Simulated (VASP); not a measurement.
# Bi: convergence with the SCF solver and SCF threshold, part 2 of 2

Aim: find what the SCF solver and SCF threshold change for Bi, and what they cost. The series runs use PBEsol. This is not the structure that Bi takes at ambient conditions. The start is a computed cell from the Materials Project.

VASP 6.6.1; PBEsol; plane waves and PAW (Bi_d).

Still holding for the runs below: This run has no spin polarisation. Its electron count is odd, so without a moment it is a metal by construction. The k-mesh is coarse for a metal.

So far. Step 5 (SCF solver: ALGO = All): Against the first of the series the energy stays within 0.01 meV an atom; the pressure moves by -0.02 GPa, after 14 cycles in 3.8 s. Step 6 (SCF solver: ALGO = Damped): Against the first of the series the energy stays within 0.01 meV an atom; the pressure moves by -0.01 GPa, after 18 cycles in 4 s.

The starting crystal is not the ambient structure of Bi (space group No. 166); it is a model or a phase of other conditions.

### Step 7. SCF solver: AMIX = 0.1, BMIX = 0.01

INCAR

```
SYSTEM = Bi
PREC = Accurate
ENCUT = 400
EDIFF = 1E-06
NELM = 100
ISMEAR = -1
SIGMA = 0.05
LREAL = .FALSE.
ALGO = Normal
GGA = PS
NBANDS = 13
LORBIT = 11
LWAVE = .FALSE.
LCHARG = .FALSE.
KPAR = 2
ISIF = 2
AMIX = 0.1
BMIX = 0.01
```

POSCAR

```
Bi
1.0
   -1.9814305318      1.9814305318      1.9814305318
    1.9814305318     -1.9814305318      1.9814305318
    1.9814305318      1.9814305318     -1.9814305318
Bi
1
Direct
    0.0000000000      0.0000000000      0.0000000000
```

KPOINTS

```
Automatic mesh
0
Gamma
7 7 7
0 0 0
```

PAW data sets: Bi_d (PBE family, release 64).

Started as:

```bash
$ mpirun -np 2 vasp_std
```

Log:

```text
[... set-up lines as in an earlier step ...]
 entering main loop
       N       E                     dE             d eps       ncg     rms          rms(c)
[... 5 cycles as in an earlier step ...]
DAV:   6    -0.418242167987E+01    0.20664E-02   -0.31103E-03   699   0.579E-01    0.395E-01
DAV:   7    -0.417737344149E+01    0.50482E-02   -0.22908E-02   655   0.239E+00    0.143E-01
DAV:   8    -0.417776925655E+01   -0.39582E-03   -0.86299E-04   772   0.302E-01    0.180E-01
DAV:   9    -0.417717828319E+01    0.59097E-03   -0.28120E-03   650   0.925E-01    0.127E-02
DAV:  10    -0.417718148300E+01   -0.31998E-05   -0.34105E-05   590   0.621E-02    0.110E-02
DAV:  11    -0.417717986495E+01    0.16180E-05   -0.17300E-06   611   0.165E-02    0.538E-03
DAV:  12    -0.417717792736E+01    0.19376E-05   -0.14789E-06   370   0.195E-02    0.115E-03
DAV:  13    -0.417717799940E+01   -0.72041E-07   -0.10597E-07   310   0.276E-03
   1 F= -.41771780E+01 E0= -.41728889E+01  d E =-.857820E-02
```

Run time: 3.4 s. Hardware: 2 MPI ranks of AMD EPYC 7R43, shared host; peak memory 0.19 GiB.

From OUTCAR (step 7):

```text
  Total       -0.2131512     -0.2131512     -0.2131512      0.0000000      0.0000000     -0.0000000
  in kB      -10.9749295    -10.9749295    -10.9749295      0.0000000      0.0000000     -0.0000000
  external PRESSURE =     -10.9749295 kB  Pullay stress =       0.0000000 kB

 POSITION                                       TOTAL-FORCE (eV/Angst)
 -----------------------------------------------------------------------------------
      0.00000      0.00000      0.00000        -0.000000      0.000000     -0.000000
 -----------------------------------------------------------------------------------
    total drift:                               -0.000000      0.000000      0.000000

  FREE ENERGIE OF THE ION-ELECTRON SYSTEM (eV)
  ---------------------------------------------------
  free  energy   TOTEN  =        -4.1771779994 eV

  energy  without entropy=       -4.1685998023  energy(sigma->0) =       -4.17288890

[... 2 parts as in an earlier step ...]

[... 1 further part left out ...]
[key lines of the parts left out:]
E-fermi :   7.6916
```

Against the first of the series the energy stays within 0.01 meV an atom and the pressure within 0.01 GPa, after 13 cycles in 3.4 s.

### Step 8. SCF solver: AMIX = 0.8

Edit INCAR of step 7 so:

```diff
@@ -16,3 +16,2 @@
 ISIF = 2
-AMIX = 0.1
-BMIX = 0.01
+AMIX = 0.8
```

POSCAR is that of step 7.

KPOINTS is that of step 7.

Started as:

```bash
$ mpirun -np 2 vasp_std
```

Log:

```text
[... set-up lines as in an earlier step ...]
 entering main loop
       N       E                     dE             d eps       ncg     rms          rms(c)
[... 5 cycles as in an earlier step ...]
DAV:   6    -0.417727460083E+01    0.72135E-02   -0.30296E-02   640   0.272E+00    0.158E-01
DAV:   7    -0.417718832956E+01    0.86271E-04   -0.19573E-03   663   0.766E-01    0.421E-02
DAV:   8    -0.417717900389E+01    0.93257E-05   -0.79471E-05   737   0.118E-01    0.133E-02
DAV:   9    -0.417717793059E+01    0.10733E-05   -0.45018E-06   643   0.181E-02    0.419E-03
DAV:  10    -0.417717813750E+01   -0.20691E-06   -0.34022E-07   420   0.456E-03
   1 F= -.41771781E+01 E0= -.41728890E+01  d E =-.857820E-02
```

Elapsed: 2.8 s, on 2 MPI ranks; peak memory 0.19 GiB.

Parts of OUTCAR (step 8):

```text
  Total       -0.2159995     -0.2159995     -0.2159995     -0.0000000     -0.0000000      0.0000000
  in kB      -11.1215897    -11.1215897    -11.1215897     -0.0000000     -0.0000000      0.0000000
  external PRESSURE =     -11.1215897 kB  Pullay stress =       0.0000000 kB

 POSITION                                       TOTAL-FORCE (eV/Angst)
 -----------------------------------------------------------------------------------
      0.00000      0.00000      0.00000         0.000000     -0.000000     -0.000000
 -----------------------------------------------------------------------------------
    total drift:                               -0.000000     -0.000000      0.000000

  FREE ENERGIE OF THE ION-ELECTRON SYSTEM (eV)
  ---------------------------------------------------
  free  energy   TOTEN  =        -4.1771781375 eV

  energy  without entropy=       -4.1685999402  energy(sigma->0) =       -4.17288904

[... 2 parts as in an earlier step ...]

[... 1 further part left out ...]
[key lines of the parts left out:]
E-fermi :   7.6916
```

Against the first of the series the energy stays within 0.01 meV an atom; the pressure moves by -0.02 GPa, after 10 cycles in 2.8 s.

### Step 9. SCF solver: IMIX = 1, AMIX = 0.2

Edit INCAR of step 8 so:

```diff
@@ -16,2 +16,3 @@
 ISIF = 2
-AMIX = 0.8
+IMIX = 1
+AMIX = 0.2
```

POSCAR is that of step 8.

KPOINTS is that of step 8.

Started as:

```bash
$ mpirun -np 2 vasp_std
```

Log:

```text
[... set-up lines as in an earlier step ...]
 entering main loop
       N       E                     dE             d eps       ncg     rms          rms(c)
[... 5 cycles as in an earlier step ...]
DAV:   6    -0.418106856289E+01    0.34195E-02   -0.41841E-03   698   0.790E-01    0.353E-01
DAV:   7    -0.417919345863E+01    0.18751E-02   -0.10572E-03   670   0.479E-01    0.278E-01
DAV:   8    -0.417823941357E+01    0.95405E-03   -0.49657E-04   635   0.327E-01    0.222E-01
DAV:   9    -0.417774573873E+01    0.49367E-03   -0.23713E-04   675   0.225E-01    0.178E-01
[...]
DAV:  18    -0.417717915208E+01    0.20514E-05   -0.10410E-06   448   0.107E-02    0.278E-02
DAV:  19    -0.417717810647E+01    0.10456E-05   -0.71608E-07   335   0.923E-03    0.227E-02
DAV:  20    -0.417717763452E+01    0.47195E-06   -0.62005E-07   290   0.867E-03
   1 F= -.41771776E+01 E0= -.41728889E+01  d E =-.857741E-02
```

Wall time 4.6 s (2 MPI ranks); peak memory 0.19 GiB.

From OUTCAR (step 9):

```text
  Total       -0.2276600     -0.2276600     -0.2276600      0.0000000     -0.0000000      0.0000000
  in kB      -11.7219746    -11.7219746    -11.7219746      0.0000000     -0.0000000      0.0000000
  external PRESSURE =     -11.7219746 kB  Pullay stress =       0.0000000 kB

  FREE ENERGIE OF THE ION-ELECTRON SYSTEM (eV)
  ---------------------------------------------------
  free  energy   TOTEN  =        -4.1771776345 eV

  energy  without entropy=       -4.1686002234  energy(sigma->0) =       -4.17288893

[... 3 parts as in an earlier step ...]

[... 1 further part left out ...]
[key lines of the parts left out:]
E-fermi :   7.6926
```

Against the first of the series the energy stays within 0.01 meV an atom; the pressure moves by -0.08 GPa, after 20 cycles in 4.6 s.

### Step 10. The SCF solver series as a table

This step: convergence of PBEsol results with the solver; plane waves and PAW (VASP 6.6.1).

This step runs nothing: it gathers the runs above.

Differences are taken from the run with ALGO = Normal. Results of the series, by row:

| setting | status | energy less the reference (meV/atom) | pressure (GPa) | SCF cycles | wall time (s) |
| --- | --- | --- | --- | --- | --- |
| ALGO = Normal | converged | 0 | -1.093 | 10 | 3 |
| ALGO = Fast | converged | -3.80e-4 | -1.051 | 12 | 3.8 |
| ALGO = VeryFast | converged | -2.00e-4 | -1.111 | 19 | 4.4 |
| ALGO = All | converged | 4.10e-4 | -1.109 | 14 | 3.8 |
| ALGO = Damped | converged | 8.80e-4 | -1.099 | 18 | 4 |
| AMIX = 0.1, BMIX = 0.01 | converged | 1.60e-4 | -1.097 | 13 | 3.4 |
| AMIX = 0.8 | converged | 2.00e-5 | -1.112 | 10 | 2.8 |
| IMIX = 1, AMIX = 0.2 | converged | 1.30e-4 | -1.172 | 20 | 4.6 |

### Step 11. SCF threshold: EDIFF = 0.01

This step: PBEsol; plane waves and PAW (Bi_d) (VASP 6.6.1).

EDIFF stops the electronic loop; forces need it tighter than energies do.

Edit INCAR of step 9 so:

```diff
@@ -3,3 +3,3 @@
 ENCUT = 400
-EDIFF = 1E-06
+EDIFF = 0.01
 NELM = 100
@@ -16,3 +16 @@
 ISIF = 2
-IMIX = 1
-AMIX = 0.2
```

POSCAR is that of step 9.

KPOINTS is that of step 9.

Started as:

```bash
$ mpirun -np 2 vasp_std
```

Log:

```text
[... set-up lines as in an earlier step ...]
 entering main loop
       N       E                     dE             d eps       ncg     rms          rms(c)
[... 4 cycles as in an earlier step ...]
DAV:   5    -0.418441405316E+01   -0.51751E-02   -0.51749E-02   658   0.231E+00    0.453E-01
DAV:   6    -0.417848556515E+01    0.59285E-02   -0.83701E-03   405   0.140E+00
   1 F= -.41784856E+01 E0= -.41742067E+01  d E =-.855781E-02
```

The job ended after 2 s (2 MPI ranks; peak memory 0.19 GiB; 2.9 s of CPU time).

Parts of OUTCAR (step 11):

```text
   NELECT =      15.0000    total number of electrons

 E-fermi :   7.7170

 k-point     1 :       0.0000    0.0000    0.0000
  band No.  band energies     occupation
    ...
      2     -15.0345      2.00000
      3     -15.0345      2.00000
      4     -14.8978      2.00000
      5     -14.8978      2.00000
      6      -5.7391      2.00000
      7      12.9043      0.00000
      8      12.9043      0.00000
      9      12.9043      0.00000
     10      16.8974      0.00000
     11      18.2351      0.00000
    ...

  Total       -1.1376079     -1.1376079     -1.1376079     -0.0000000     -0.0000000      0.0000000
  in kB      -58.5742366    -58.5742366    -58.5742366     -0.0000000     -0.0000000      0.0000000
  external PRESSURE =     -58.5742366 kB  Pullay stress =       0.0000000 kB

 POSITION                                       TOTAL-FORCE (eV/Angst)
 -----------------------------------------------------------------------------------
      0.00000      0.00000      0.00000         0.000000      0.000000     -0.000000
 -----------------------------------------------------------------------------------
    total drift:                               -0.000000     -0.000000      0.000000

  FREE ENERGIE OF THE ION-ELECTRON SYSTEM (eV)
  ---------------------------------------------------
  free  energy   TOTEN  =        -4.1784855651 eV

  energy  without entropy=       -4.1699277510  energy(sigma->0) =       -4.17420666

[... 8 parts as in an earlier step ...]

[... 9 further parts left out ...]
```

This step gave:

```yaml
scf_cycles: 6
free_energy_toten: -4.178 eV
energy_at_zero_smearing: -4.174 eV
fermi_energy: 7.717 eV
pressure: -5.857 GPa
```

The series starts at -4.1742 eV an atom and -5.86 GPa, after 6 cycles in 2 s.

### Step 12. SCF threshold: EDIFF = 0.001

Edit INCAR of step 11 so:

```diff
@@ -3,3 +3,3 @@
 ENCUT = 400
-EDIFF = 0.01
+EDIFF = 0.001
 NELM = 100
```

POSCAR is that of step 11.

KPOINTS is that of step 11.

Started as:

```bash
$ mpirun -np 2 vasp_std
```

Log:

```text
[... set-up lines as in an earlier step ...]
 entering main loop
       N       E                     dE             d eps       ncg     rms          rms(c)
[... 6 cycles as in an earlier step ...]
DAV:   7    -0.417720025535E+01    0.14168E-02   -0.54496E-03   660   0.105E+00    0.792E-02
DAV:   8    -0.417717415746E+01    0.26098E-04   -0.37509E-04   335   0.335E-01
   1 F= -.41771742E+01 E0= -.41728852E+01  d E =-.857786E-02
```

It took 2.6 s on 2 MPI ranks; peak memory 0.2 GiB.

From OUTCAR (step 12):

```text
  Total       -0.2535757     -0.2535757     -0.2535757      0.0000000     -0.0000000      0.0000000
  in kB      -13.0563459    -13.0563459    -13.0563459      0.0000000     -0.0000000      0.0000000
  external PRESSURE =     -13.0563459 kB  Pullay stress =       0.0000000 kB

 POSITION                                       TOTAL-FORCE (eV/Angst)
 -----------------------------------------------------------------------------------
      0.00000      0.00000      0.00000        -0.000000     -0.000000     -0.000000
 -----------------------------------------------------------------------------------
    total drift:                               -0.000000      0.000000      0.000000

  FREE ENERGIE OF THE ION-ELECTRON SYSTEM (eV)
  ---------------------------------------------------
  free  energy   TOTEN  =        -4.1771741575 eV

  energy  without entropy=       -4.1685963017  energy(sigma->0) =       -4.17288523

[... 2 parts as in an earlier step ...]

[... 1 further part left out ...]
[key lines of the parts left out:]
E-fermi :   7.6920
```

Against the run before the energy moves by +1.32 meV an atom and the pressure by +4.55 GPa, after 8 cycles in 2.6 s.

### Step 13. SCF threshold: EDIFF = 1E-04

Edit INCAR of step 12 so:

```diff
@@ -3,3 +3,3 @@
 ENCUT = 400
-EDIFF = 0.001
+EDIFF = 1E-04
 NELM = 100
```

POSCAR is that of step 12.

KPOINTS is that of step 12.

Started as:

```bash
$ mpirun -np 2 vasp_std
```

Log:

```text
[... set-up lines as in an earlier step ...]
 entering main loop
       N       E                     dE             d eps       ncg     rms          rms(c)
[... 7 cycles as in an earlier step ...]
DAV:   8    -0.417717931586E+01    0.20940E-04   -0.42669E-04   645   0.335E-01
   1 F= -.41771793E+01 E0= -.41728904E+01  d E =-.857786E-02
```

Wall time 2.6 s (2 MPI ranks); peak memory 0.19 GiB.

OUTCAR, selected parts (step 13):

```text
  Total       -0.2335664     -0.2335664     -0.2335664      0.0000000      0.0000000     -0.0000000
  in kB      -12.0260899    -12.0260899    -12.0260899      0.0000000      0.0000000     -0.0000000
  external PRESSURE =     -12.0260899 kB  Pullay stress =       0.0000000 kB

 POSITION                                       TOTAL-FORCE (eV/Angst)
 -----------------------------------------------------------------------------------
      0.00000      0.00000      0.00000         0.000000      0.000000     -0.000000
 -----------------------------------------------------------------------------------
    total drift:                               -0.000000      0.000000      0.000000

  FREE ENERGIE OF THE ION-ELECTRON SYSTEM (eV)
  ---------------------------------------------------
  free  energy   TOTEN  =        -4.1771793159 eV

  energy  without entropy=       -4.1686014578  energy(sigma->0) =       -4.17289039

[... 2 parts as in an earlier step ...]

[... 1 further part left out ...]
[key lines of the parts left out:]
E-fermi :   7.6920
```

Against the run before the energy moves by -0.01 meV an atom and the pressure by +0.10 GPa, after 8 cycles in 2.6 s.

### Step 14. SCF threshold: EDIFF = 1E-05

Edit INCAR of step 13 so:

```diff
@@ -3,3 +3,3 @@
 ENCUT = 400
-EDIFF = 1E-04
+EDIFF = 1E-05
 NELM = 100
```

POSCAR is that of step 13.

KPOINTS is that of step 13.

Started as:

```bash
$ mpirun -np 2 vasp_std
```

Log:

```text
[... set-up lines as in an earlier step ...]
 entering main loop
       N       E                     dE             d eps       ncg     rms          rms(c)
[... 8 cycles as in an earlier step ...]
DAV:   9    -0.417717816479E+01    0.11511E-05   -0.87228E-06   435   0.476E-02
   1 F= -.41771782E+01 E0= -.41728890E+01  d E =-.857830E-02
```

Wall time 2.8 s (2 MPI ranks); peak memory 0.19 GiB; 4.5 s of CPU time.

Parts of OUTCAR (step 14):

```text
  Total       -0.2012577     -0.2012577     -0.2012577      0.0000000     -0.0000000      0.0000000
  in kB      -10.3625484    -10.3625484    -10.3625484      0.0000000     -0.0000000      0.0000000
  external PRESSURE =     -10.3625484 kB  Pullay stress =       0.0000000 kB

  FREE ENERGIE OF THE ION-ELECTRON SYSTEM (eV)
  ---------------------------------------------------
  free  energy   TOTEN  =        -4.1771781648 eV

  energy  without entropy=       -4.1685998652  energy(sigma->0) =       -4.17288901

[... 3 parts as in an earlier step ...]

[... 1 further part left out ...]
[key lines of the parts left out:]
E-fermi :   7.6915
```

Against the run before the energy stays within 0.01 meV an atom; the pressure moves by +0.17 GPa, after 9 cycles in 2.8 s.

### Step 15. SCF threshold: EDIFF = 1E-06

Edit INCAR of step 14 so:

```diff
@@ -3,3 +3,3 @@
 ENCUT = 400
-EDIFF = 1E-05
+EDIFF = 1E-06
 NELM = 100
```

POSCAR is that of step 14.

KPOINTS is that of step 14.

Started as:

```bash
$ mpirun -np 2 vasp_std
```

Log:

```text
[... set-up lines as in an earlier step ...]
 entering main loop
       N       E                     dE             d eps       ncg     rms          rms(c)
[... 10 cycles as in an earlier step ...]
   1 F= -.41771782E+01 E0= -.41728891E+01  d E =-.857823E-02
```

It took 3 s on 2 MPI ranks; peak memory 0.19 GiB; 4.9 s of CPU time.

From OUTCAR (step 15):

```text
[... 6 parts as in an earlier step ...]

[... 1 further part left out ...]
[key lines of the parts left out:]
E-fermi :   7.6916
```

Against the run before the energy stays within 0.01 meV an atom; the pressure moves by -0.06 GPa, after 10 cycles in 3 s.

### Step 16. SCF threshold: EDIFF = 1E-08

Edit INCAR of step 15 so:

```diff
@@ -3,3 +3,3 @@
 ENCUT = 400
-EDIFF = 1E-06
+EDIFF = 1E-08
 NELM = 100
```

POSCAR is that of step 15.

KPOINTS is that of step 15.

Started as:

```bash
$ mpirun -np 2 vasp_std
```

Log:

```text
[... set-up lines as in an earlier step ...]
 entering main loop
       N       E                     dE             d eps       ncg     rms          rms(c)
[... 9 cycles as in an earlier step ...]
DAV:  10    -0.417717818196E+01    0.17527E-06   -0.80543E-07   615   0.951E-03    0.430E-04
DAV:  11    -0.417717814357E+01    0.38392E-07   -0.43832E-08   665   0.280E-03    0.109E-04
DAV:  12    -0.417717814226E+01    0.13126E-08   -0.15617E-09   380   0.527E-04
   1 F= -.41771781E+01 E0= -.41728890E+01  d E =-.857820E-02
```

Wall time 3.2 s (2 MPI ranks); peak memory 0.2 GiB; 5.3 s of CPU time.

From OUTCAR (step 16):

```text
  Total       -0.2123017     -0.2123017     -0.2123017      0.0000000      0.0000000      0.0000000
  in kB      -10.9311929    -10.9311929    -10.9311929      0.0000000      0.0000000      0.0000000
  external PRESSURE =     -10.9311929 kB  Pullay stress =       0.0000000 kB

 POSITION                                       TOTAL-FORCE (eV/Angst)
 -----------------------------------------------------------------------------------
      0.00000      0.00000      0.00000         0.000000      0.000000      0.000000
 -----------------------------------------------------------------------------------
    total drift:                               -0.000000      0.000000      0.000000

  FREE ENERGIE OF THE ION-ELECTRON SYSTEM (eV)
  ---------------------------------------------------
  free  energy   TOTEN  =        -4.1771781423 eV

  energy  without entropy=       -4.1685999405  energy(sigma->0) =       -4.17288904

[... 2 parts as in an earlier step ...]

[... 1 further part left out ...]
[key lines of the parts left out:]
E-fermi :   7.6916
```

Against the run before the energy stays within 0.01 meV an atom and the pressure within 0.01 GPa, after 12 cycles in 3.2 s.

### Step 17. The SCF threshold series as a table

This step: convergence of PBEsol results with the threshold; plane waves and PAW (VASP 6.6.1).

No new run; the numbers come from the runs before.

Differences are taken from the run with EDIFF = 1E-08. Results of the series, by row:

| setting | status | energy less the reference (meV/atom) | pressure (GPa) | SCF cycles | wall time (s) |
| --- | --- | --- | --- | --- | --- |
| EDIFF = 0.01 | converged | -1.318 | -5.857 | 6 | 2 |
| EDIFF = 0.001 | converged | 0.00381 | -1.306 | 8 | 2.6 |
| EDIFF = 1E-04 | converged | -0.00135 | -1.203 | 8 | 2.6 |
| EDIFF = 1E-05 | converged | 3.00e-5 | -1.036 | 9 | 2.8 |
| EDIFF = 1E-06 | converged | -2.00e-5 | -1.093 | 10 | 3 |
| EDIFF = 1E-08 | converged | 0 | -1.093 | 12 | 3.2 |

### Step 18. Summary of results

```json
{
 "fewest SCF cycles": "ALGO = Normal; AMIX = 0.8 (10)",
 "most SCF cycles among converged runs": "IMIX = 1, AMIX = 0.2 (20)",
 "spread of the pressure over the SCF solver": "0.121 GPa",
 "spread of the energy over the SCF solver": "0.00126 meV/atom",
 "SCF threshold from which the energy stays within 10 meV/atom of the reference": "EDIFF = 0.01",
 "SCF threshold from which the energy stays within 1 meV/atom of the reference": "EDIFF = 0.001",
 "SCF threshold from which the pressure stays within 0.2 GPa of the reference": "EDIFF = 1E-04",
 "spread of the pressure over the SCF threshold": "4.82 GPa",
 "spread of the energy over the SCF threshold": "1.32 meV/atom"
}
```

In words: All SCF solvers that converged agree within 0.05 meV an atom. No setting beats the 3 s of ALGO = Normal by a fifth or more; the slowest converged run is IMIX = 1, AMIX = 0.2, at 4.6 s. On a shared host such times are rough. Yet the pressure of IMIX = 1, AMIX = 0.2 is -0.08 GPa off: EDIFF tests the energy, which is second order in the error of the density, while the stress is first order. From EDIFF = 0.001 on, the energy stays within 1 meV an atom of the reference, at 81 % of its time. The pressure holds within 0.2 GPa from EDIFF = 1E-04 on. The loosest stop saves 6 of 12 cycles and costs -1.3 meV an atom, -4.76 GPa. Forces vanish by symmetry in this cell, so the series can't test them.

[Lines on the potential files, build, host, timing and source positions are cut from VASP's logs without a mark.]

[Logs are printed without paths, hosts, clocks, repeated set-up lines and the standing remarks that a program may print on its own settings, such as how far it seeks lower states.]

[Hosts, paths, dates, database ids (printed as entryN), source tags and the programs' standing remarks are cut or masked in the printed files.]

[A measured line is paired with the nearest computed mode of its activity, which favours agreement.]

[In band tables of VASP the shares of atoms and orbitals are scaled to a sum of 1 inside the atoms' spheres.]
